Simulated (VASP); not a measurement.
A run of VASP 6.6.1:

File INCAR:

```
SYSTEM = C
  ALGO = Fast
  EDIFF = 1E-7
  ENCUT = 520
  GGA = PE
  ISIF = 2
  ISMEAR = 0
  IVDW = 12
  LASPH = .TRUE.
  LCHARG = .FALSE.
  LREAL = .FALSE.
  LWAVE = .FALSE.
  NELM = 80
  PREC = Accurate
  SIGMA = 0.02
```

Contents of KPOINTS:

```
k-points
0
G
  12 12 4
  0 0 0
```

Contents of POSCAR:

```
C
1.0
    2.4560000000      0.0000000000      0.0000000000
   -1.2280000000      2.1269583900      0.0000000000
    0.0000000000      0.0000000000      6.6960000000
C
4
Direct
    0.0000000000      0.0000000000      0.7500000000
    0.0000000000      0.0000000000      0.2500000000
    0.3333333300      0.6666666700      0.7500000000
    0.6666666700      0.3333333300      0.2500000000
```

Potentials or basis: VASP PAW PBE potentials, release 64 (C).

Command:

```bash
$ cat potpaw_PBE.64/C/POTCAR > POTCAR
$ mpirun -np 1 vasp_std > vasp.out
```

Hardware: 1 thread of Intel(R) Xeon(R) 6975P-C (Granite Rapids) (shared host).

Question: Estimate the wall time of this run.

Answer: Run time: 16 s on 1 thread of Intel(R) Xeon(R) 6975P-C (Granite Rapids) (shared host), peak memory 0.15 GiB. Counts: scf iterations 23, k points 57.
